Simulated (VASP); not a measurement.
# LiRh with r2SCAN + rVV10: from relaxation to properties, part 4 of 5

What structure does LiRh take at this level, and what are its properties? The start is a computed cell from the Materials Project.

VASP 6.6.1; r2SCAN with rVV10; plane waves and PAW (Li_sv, Rh_pv).

So far. Step 5 (Band structure (r2SCAN + rVV10)): There is no gap at this level. Step 6 (Total and projected DOS (r2SCAN + rVV10)): The finer mesh and the other smearing move the Fermi level by -0.07 eV from the 10×10×5 run, one measure of the sampling error in the zero of the bands above. Of the states within 0.3 eV of the Fermi level, the largest shares in the PAW spheres are Rh d 85 %. The rest lies in smaller channels or between the spheres. The relaxed cell has a = 2.642, c = 4.300 Å (conventional setting).

## Step 7: Zone-centre phonons (r2SCAN + rVV10)

Zone-centre modes test whether the atoms sit at a minimum within this cell. IBRION = 6 takes the force constants from differences of forces between displaced cells, so the forces must be tight.

INCAR

```
SYSTEM = LiRh
PREC = Accurate
ENCUT = 650
EDIFF = 1E-08
NELM = 100
ISMEAR = 1
SIGMA = 0.2
LREAL = .FALSE.
ALGO = Normal
METAGGA = R2SCAN
LUSE_VDW = .TRUE.
IVDW_NL = 2
BPARAM = 11.95
CPARAM = 0.0093
LASPH = .TRUE.
NBANDS = 15
LORBIT = 11
LWAVE = .FALSE.
LCHARG = .FALSE.
KPAR = 2
IBRION = 6
NFREE = 2
POTIM = 0.015
ISIF = 2
NSW = 1
```

POSCAR

```
LiRh
1.0
    2.6423209497      0.0000000000      0.0000000000
   -1.3211604748      2.2883170673      0.0000000000
    0.0000000000      0.0000000000      4.3000015299
Li Rh
1 1
Direct
    0.0000000000      0.0000000000      0.5000000000
    0.6666666700      0.3333333300      0.0000000000
```

KPOINTS

```
Automatic mesh
0
Gamma
17 17 9
0 0 0
```

Potentials, in the order of the species: Li_sv and Rh_pv (PBE family, release 64).

Command:

```
$ mpirun -np 2 vasp_std
```

Output:

```text
[... set-up lines as in an earlier step ...]
 entering main loop
       N       E                     dE             d eps       ncg     rms          rms(c)
Total rVV10 correction in eV:      0.4700331    18.8182988
Total rVV10 correction in eV:      0.4700331    18.8182988
DAV:   1     0.142988532579E+03    0.14299E+03   -0.12755E+04  4950   0.160E+03
DAV:   2    -0.262294916090E+02   -0.16922E+03   -0.16341E+03  5321   0.408E+02
DAV:   3    -0.320790240530E+02   -0.58495E+01   -0.57383E+01  9314   0.643E+01
DAV:   4    -0.321499309953E+02   -0.70907E-01   -0.70875E-01  5401   0.654E+00
DAV:   5    -0.321506549907E+02   -0.72400E-03   -0.72396E-03  6816   0.547E-01    0.114E+01
Total rVV10 correction in eV:      0.4484098    18.8182984
Total rVV10 correction in eV:      0.4484098    18.8182984
DAV:   6    -0.267972492308E+02    0.53534E+01   -0.88941E+00  6175   0.344E+01    0.418E+00
Total rVV10 correction in eV:      0.4560540    18.8182984
Total rVV10 correction in eV:      0.4560540    18.8182984
DAV:   7    -0.264248608370E+02    0.37239E+00   -0.96713E-01  5899   0.990E+00    0.792E-01
Total rVV10 correction in eV:      0.4556545    18.8182984
Total rVV10 correction in eV:      0.4556545    18.8182984
DAV:   8    -0.264279208437E+02   -0.30600E-02   -0.26976E-02  6077   0.158E+00    0.487E-01
Total rVV10 correction in eV:      0.4546710    18.8182984
Total rVV10 correction in eV:      0.4546710    18.8182984
DAV:   9    -0.264295737418E+02   -0.16529E-02   -0.78575E-03  6769   0.865E-01    0.124E-01
Total rVV10 correction in eV:      0.4544319    18.8182984
Total rVV10 correction in eV:      0.4544319    18.8182984
DAV:  10    -0.264298302398E+02   -0.25650E-03   -0.10536E-03  5797   0.370E-01    0.562E-02
Total rVV10 correction in eV:      0.4544371    18.8182984
Total rVV10 correction in eV:      0.4544371    18.8182984
DAV:  11    -0.264298982282E+02   -0.67988E-04   -0.22411E-04  6140   0.139E-01    0.200E-02
Total rVV10 correction in eV:      0.4544759    18.8182984
Total rVV10 correction in eV:      0.4544759    18.8182984
DAV:  12    -0.264298947129E+02    0.35153E-05   -0.11995E-05  6369   0.388E-02    0.438E-03
Total rVV10 correction in eV:      0.4544821    18.8182984
Total rVV10 correction in eV:      0.4544821    18.8182984
DAV:  13    -0.264298950972E+02   -0.38426E-06   -0.24957E-06  5902   0.167E-02    0.207E-03
Total rVV10 correction in eV:      0.4544840    18.8182984
Total rVV10 correction in eV:      0.4544840    18.8182984
DAV:  14    -0.264299006135E+02   -0.55163E-05   -0.40090E-07  6049   0.640E-03    0.634E-04
Total rVV10 correction in eV:      0.4544856    18.8182984
Total rVV10 correction in eV:      0.4544856    18.8182984
DAV:  15    -0.264299018424E+02   -0.12289E-05   -0.57716E-08  6553   0.241E-03    0.143E-04
Total rVV10 correction in eV:      0.4544853    18.8182984
Total rVV10 correction in eV:      0.4544853    18.8182984
DAV:  16    -0.264299013583E+02    0.48407E-06   -0.24080E-09  4183   0.562E-04    0.478E-05
Total rVV10 correction in eV:      0.4544853    18.8182984
Total rVV10 correction in eV:      0.4544853    18.8182984
DAV:  17    -0.264299012508E+02    0.10753E-06   -0.23536E-10  3574   0.162E-04    0.166E-05
Total rVV10 correction in eV:      0.4544853    18.8182984
Total rVV10 correction in eV:      0.4544853    18.8182984
DAV:  18    -0.264299012184E+02    0.32364E-07   -0.56776E-11  3336   0.679E-05    0.671E-06
Total rVV10 correction in eV:      0.4544853    18.8182984
Total rVV10 correction in eV:      0.4544853    18.8182984
DAV:  19    -0.264299012093E+02    0.90863E-08   -0.19483E-11  3224   0.421E-05
Total rVV10 correction in eV:      0.4544853    18.8182984
Total rVV10 correction in eV:      0.4544853    18.8182984
Total rVV10 correction in eV:      0.4544853    18.8182984
Total rVV10 correction in eV:      0.4544853    18.8182984
   1 F= -.26429901E+02 E0= -.26427786E+02  d E =-.634659E-02
 Found     4 degrees of freedom:
 Finite differences POTIM= 0.01500 DOF=   4
 bond charge predicted
       N       E                     dE             d eps       ncg     rms          rms(c)
Total rVV10 correction in eV:      0.4544864    18.8182984
Total rVV10 correction in eV:      0.4544864    18.8182984
DAV:   1    -0.264297990482E+02    0.10217E-03   -0.13101E+00 21750   0.102E+01    0.155E-02
Total rVV10 correction in eV:      0.4544796    18.8182986
Total rVV10 correction in eV:      0.4544796    18.8182986
DAV:   2    -0.264297999066E+02   -0.85837E-06   -0.16368E-03 25635   0.348E-01    0.787E-03
Total rVV10 correction in eV:      0.4544792    18.8182986
Total rVV10 correction in eV:      0.4544792    18.8182986
DAV:   3    -0.264297979392E+02    0.19675E-05   -0.13853E-05 27113   0.316E-02    0.398E-03
Total rVV10 correction in eV:      0.4544783    18.8182986
Total rVV10 correction in eV:      0.4544783    18.8182986
DAV:   4    -0.264297950469E+02    0.28923E-05   -0.89509E-07 27637   0.974E-03    0.945E-04
Total rVV10 correction in eV:      0.4544786    18.8182986
Total rVV10 correction in eV:      0.4544786    18.8182986
DAV:   5    -0.264297950270E+02    0.19862E-07   -0.10758E-07 26444   0.360E-03    0.509E-04
Total rVV10 correction in eV:      0.4544785    18.8182986
Total rVV10 correction in eV:      0.4544785    18.8182986
DAV:   6    -0.264297952119E+02   -0.18491E-06   -0.54531E-08 26874   0.228E-03    0.341E-04
Total rVV10 correction in eV:      0.4544786    18.8182986
Total rVV10 correction in eV:      0.4544786    18.8182986
DAV:   7    -0.264297954291E+02   -0.21719E-06   -0.61384E-08 23927   0.227E-03    0.164E-04
Total rVV10 correction in eV:      0.4544786    18.8182986
Total rVV10 correction in eV:      0.4544786    18.8182986
DAV:   8    -0.264297954439E+02   -0.14785E-07   -0.15176E-08 19216   0.112E-03    0.894E-05
Total rVV10 correction in eV:      0.4544786    18.8182986
Total rVV10 correction in eV:      0.4544786    18.8182986
DAV:   9    -0.264297953169E+02    0.12698E-06   -0.13310E-08 18495   0.100E-03    0.162E-05
Total rVV10 correction in eV:      0.4544786    18.8182986
Total rVV10 correction in eV:      0.4544786    18.8182986
DAV:  10    -0.264297952935E+02    0.23389E-07   -0.17715E-10 12352   0.132E-04    0.713E-06
Total rVV10 correction in eV:      0.4544786    18.8182986
Total rVV10 correction in eV:      0.4544786    18.8182986
DAV:  11    -0.264297952943E+02   -0.77125E-09   -0.15591E-10 12289   0.120E-04
Total rVV10 correction in eV:      0.4544786    18.8182986
Total rVV10 correction in eV:      0.4544786    18.8182986
Total rVV10 correction in eV:      0.4544786    18.8182986
Total rVV10 correction in eV:      0.4544786    18.8182986
   2 F= -.26429795E+02 E0= -.26427681E+02  d E =-.634257E-02
[...]
3 F= -.26429794E+02 E0= -.26427680E+02  d E =-.634260E-02
[...]
4 F= -.26429588E+02 E0= -.26427473E+02  d E =-.634353E-02
[...]
5 F= -.26429588E+02 E0= -.26427473E+02  d E =-.634353E-02
[...]
6 F= -.26429814E+02 E0= -.26427699E+02  d E =-.634565E-02
[...]
7 F= -.26429813E+02 E0= -.26427698E+02  d E =-.634565E-02
[...]
8 F= -.26429377E+02 E0= -.26427261E+02  d E =-.634783E-02
 Finite differences progress:
  Degree of freedom:   4/  4
  Displacement:        1/  2
  Total:               7/  8
 bond charge predicted
       N       E                     dE             d eps       ncg     rms          rms(c)
Total rVV10 correction in eV:      0.4544907    18.8182986
Total rVV10 correction in eV:      0.4544907    18.8182986
DAV:   1    -0.263846958376E+02    0.44681E-01   -0.36605E+00  8523   0.313E+01    0.273E-01
Total rVV10 correction in eV:      0.4544791    18.8182986
Total rVV10 correction in eV:      0.4544791    18.8182986
DAV:   2    -0.264290539615E+02   -0.44358E-01   -0.32948E-01  7837   0.478E+00    0.119E-01
Total rVV10 correction in eV:      0.4544883    18.8182986
Total rVV10 correction in eV:      0.4544883    18.8182986
DAV:   3    -0.264293520366E+02   -0.29808E-03   -0.32172E-03  9615   0.535E-01    0.508E-02
Total rVV10 correction in eV:      0.4544843    18.8182986
Total rVV10 correction in eV:      0.4544843    18.8182986
DAV:   4    -0.264293664177E+02   -0.14381E-04   -0.19155E-04  9075   0.199E-01    0.139E-02
Total rVV10 correction in eV:      0.4544920    18.8182986
Total rVV10 correction in eV:      0.4544920    18.8182986
DAV:   5    -0.264293737469E+02   -0.73292E-05   -0.16516E-05  9862   0.495E-02    0.778E-03
Total rVV10 correction in eV:      0.4544892    18.8182986
Total rVV10 correction in eV:      0.4544892    18.8182986
DAV:   6    -0.264293762307E+02   -0.24838E-05   -0.24896E-06  9013   0.182E-02    0.257E-03
Total rVV10 correction in eV:      0.4544911    18.8182986
Total rVV10 correction in eV:      0.4544911    18.8182986
DAV:   7    -0.264293766976E+02   -0.46693E-06   -0.33292E-07 10035   0.636E-03    0.793E-04
Total rVV10 correction in eV:      0.4544910    18.8182986
Total rVV10 correction in eV:      0.4544910    18.8182986
DAV:   8    -0.264293766366E+02    0.60964E-07   -0.65338E-08  8495   0.273E-03    0.305E-04
Total rVV10 correction in eV:      0.4544911    18.8182986
Total rVV10 correction in eV:      0.4544911    18.8182986
DAV:   9    -0.264293766122E+02    0.24448E-07   -0.43784E-09  8051   0.100E-03    0.102E-04
Total rVV10 correction in eV:      0.4544912    18.8182986
Total rVV10 correction in eV:      0.4544912    18.8182986
DAV:  10    -0.264293765846E+02    0.27536E-07   -0.18653E-09  4741   0.526E-04    0.279E-05
Total rVV10 correction in eV:      0.4544912    18.8182986
Total rVV10 correction in eV:      0.4544912    18.8182986
DAV:  11    -0.264293765876E+02   -0.30027E-08   -0.31686E-10  4475   0.208E-04
Total rVV10 correction in eV:      0.4544912    18.8182986
Total rVV10 correction in eV:      0.4544912    18.8182986
Total rVV10 correction in eV:      0.4544912    18.8182986
Total rVV10 correction in eV:      0.4544912    18.8182986
   9 F= -.26429377E+02 E0= -.26427261E+02  d E =-.634784E-02
 Finite differences progress:
  Degree of freedom:   4/  4
  Displacement:        2/  2
  Total:               8/  8
```

It took 29 min on 2 MPI ranks of Intel Xeon 6975P-C (Granite Rapids), shared host; peak memory 1.4 GiB.

From OUTCAR (step 7):

```text
   k-points           NKPTS =    165   k-points in BZ     NKDIM =    165   number of bands    NBANDS=     15

   NELECT =      18.0000    total number of electrons

 E-fermi :   6.6238

 k-point     1 :       0.0000    0.0000    0.0000
  band No.  band energies     occupation
    ...
      4     -40.2300      2.00000
      5       0.4561      2.00000
      6       2.8555      2.00000
      7       4.5021      2.00000
      8       4.5021      2.00000
      9       6.9511     -0.04277
     10       6.9511     -0.04277
     11       7.4833     -0.00000
     12      15.1222      0.00000
     13      25.0328      0.00000
    ...

  Total       -0.0861051     -0.0861051      0.0228216     -0.0000000      0.0000000     -0.0000000
  in kB       -5.3060234     -5.3060234      1.4063244     -0.0000000      0.0000000     -0.0000000
  external PRESSURE =      -3.0685741 kB  Pullay stress =       0.0000000 kB

 POSITION                                       TOTAL-FORCE (eV/Angst)
 -----------------------------------------------------------------------------------
      0.00000      0.00000      2.15000         0.000000      0.000000     -0.075644
      1.32116      0.76277     -0.01500        -0.000000     -0.000000      0.075644
 -----------------------------------------------------------------------------------
    total drift:                               -0.000013      0.000008     -0.011412

  FREE ENERGIE OF THE ION-ELECTRON SYSTEM (eV)
  ---------------------------------------------------
  free  energy   TOTEN  =       -26.4293765876 eV

  energy  without entropy=      -26.4230287477  energy(sigma->0) =      -26.42726064

 Eigenvectors and eigenvalues of the dynamical matrix
 ----------------------------------------------------

   1 f  =   12.944975 THz    81.335678 2PiTHz  431.797895 cm-1    53.536092 meV
             X         Y         Z           dx          dy          dz
      0.000000  0.000000  2.150001    -0.000000   -0.000000    0.963483
      1.321160  0.762772  0.000000     0.000000    0.000000   -0.267771

   2 f  =    5.293966 THz    33.262967 2PiTHz  176.587684 cm-1    21.894073 meV
             X         Y         Z           dx          dy          dz
      0.000000  0.000000  2.150001     0.934393    0.237451    0.000000
      1.321160  0.762772  0.000000    -0.257389   -0.065409   -0.000000

   3 f  =    5.293966 THz    33.262967 2PiTHz  176.587684 cm-1    21.894073 meV
             X         Y         Z           dx          dy          dz
      0.000000  0.000000  2.150001     0.237451   -0.934393   -0.000000
      1.321160  0.762772  0.000000    -0.065409    0.257389    0.000000

   4 f/i=    0.071429 THz     0.448800 2PiTHz    2.382608 cm-1     0.295406 meV
             X         Y         Z           dx          dy          dz
      0.000000  0.000000  2.150001    -0.067928    0.256736    0.000000
      1.321160  0.762772  0.000000    -0.246596    0.932021    0.000000

   5 f/i=    0.071429 THz     0.448800 2PiTHz    2.382608 cm-1     0.295406 meV
             X         Y         Z           dx          dy          dz
      0.000000  0.000000  2.150001    -0.256736   -0.067928   -0.000000
      1.321160  0.762772  0.000000    -0.932021   -0.246596   -0.000000

   6 f/i=    0.204222 THz     1.283166 2PiTHz    6.812120 cm-1     0.844595 meV
             X         Y         Z           dx          dy          dz
      0.000000  0.000000  2.150001    -0.000000   -0.000000    0.267771
      1.321160  0.762772  0.000000     0.000000   -0.000000    0.963483

 ELASTIC MODULI CONTR FROM IONIC RELAXATION (kBar)
 Direction    XX          YY          ZZ          XY          YZ          ZX
 --------------------------------------------------------------------------------
 XX        -147.9043    147.9043     -0.0000     -0.0000     -0.0000      0.0000
 YY         147.9043   -147.9043      0.0000     -0.0000      0.0000      0.0000
 ZZ          -0.0000      0.0000     -0.0000     -0.0000     -0.0000      0.0000
 XY          -0.0000     -0.0000     -0.0000   -147.9043      0.0000      0.0000
 YZ          -0.0000      0.0000     -0.0000      0.0000     -0.0000      0.0000
 ZX           0.0000      0.0000      0.0000      0.0000      0.0000      0.0000
 --------------------------------------------------------------------------------

[... 6 parts as in an earlier step ...]

[... 10 further parts left out ...]
```

CONTCAR:

```
LiRh
   1.00000000000000
     2.6423209497000002    0.0000000000000000    0.0000000000000000
    -1.3211604748000001    2.2883170673000000    0.0000000000000000
     0.0000000000000000    0.0000000000000000    4.3000015299000003
  Li              Rh
     1     1
Direct
     0.0000000000000000    0.0000000000000000    0.5000000000000000
     0.6666666699999979    0.3333333300000021   -0.0034883708518934
```

The last energy, forces, stress and levels in OUTCAR belong to the last displaced cell, not to the cell of POSCAR.

This step gave:

* bands: 15
* irreducible k points: 165
* pressure of the cell: -0.3203 GPa
* largest force of the cell: 0 eV/Å

The modes at Γ (shares of kinetic energy by element, %) (negative means imaginary):

```tsv
mode	frequency (cm⁻¹)	symmetry	Li %	Rh %
1	-6.8	acoustic	7	93
2	-2.4	acoustic	7	93
3	-2.4	acoustic	7	93
4	176.6	E'	93	7
5	176.6	E'	93	7
6	431.8	A2''	93	7
```

Displacements in mode 5 (176.6 cm⁻¹), the largest set to 1:
```
Li1  1.00  0.25  0.00
Rh2 -0.07 -0.02  0.00
```

Displacements in mode 6 (431.8 cm⁻¹), the largest set to 1:
```
Li1  0.00  0.00  1.00
Rh2  0.00  0.00 -0.07
```

The three acoustic modes lie within 6.8 cm⁻¹ of zero, and all others are real. By the characters of their eigenvectors the optical modes sort into (cm⁻¹) Raman active: E' 177; infrared active: E' 177, A2'' 432.

(Part 4 of 5 ends here.)

[Lines on the potential files, build, host, timing and source positions are cut from VASP's logs without a mark.]

[Logs are printed without paths, hosts, clocks, repeated set-up lines and the standing remarks that a program may print on its own settings, such as how far it seeks lower states.]

[Hosts, paths, dates, database ids (printed as entryN), source tags and the programs' standing remarks are cut or masked in the printed files.]

[A measured line is paired with the nearest computed mode of its activity, which favours agreement.]
